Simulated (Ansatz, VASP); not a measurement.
**Two plane-wave programs on Nb2H2Pb**

```xyz
5
Lattice="3.4810 0.0000 0.0000 -1.7405 3.0146 0.0000 0.0000 0.0000 7.8508" Properties=species:S:1:pos:R:3 pbc="T T T"
Nb    1.7405    1.0049    5.0051
Nb    0.0000    2.0098    2.8456
H     0.0000    2.0098    6.1235
H     1.7405    1.0049    1.7272
Pb    0.0000    0.0000    0.0000
```

Alike in both runs: task single point; functional PBE; k mesh 6 × 6 × 2; occupations gaussian, width 0.1 eV; no spin polarisation.

|  | VASP | Ansatz |
| --- | --- | --- |
| version | VASP 6.6.1 | Ansatz 0.2.0 |
| potentials or method | VASP PAW PBE potentials, release 64 (Nb_sv, H, Pb_d) | scalar-relativistic, plane waves, PAW |
| plane-wave cutoff (eV) | 520 | 420 |
| valence electrons in the cell | 42 | 42 |

|  | VASP | Ansatz | Ansatz less VASP |
| --- | --- | --- | --- |
| gap on the k mesh at the Fermi level (eV) | none | none | - |
| pressure (GPa) | -14.9 | -14.7 | +0.17 |
| largest component of the traceless stress (GPa) | 2.86 | 2.84 | -0.024 |
| rms of the force components (eV/Å) | 0.500 | 0.498 | -0.0018 |

Atom by atom the forces differ by 0.002 eV/Å (rms over components). A gap of «none» marks a metal or a gap that the smearing closes.

Caveats: the k mesh is coarse (spacing up to 0.40 Å⁻¹), so the values aren't converged; forces of over 1 eV/Å show positions far from the minimum, so gaps and moduli don't describe the material at rest. The runs have no spin-orbit coupling, so splittings on Pb are missing.
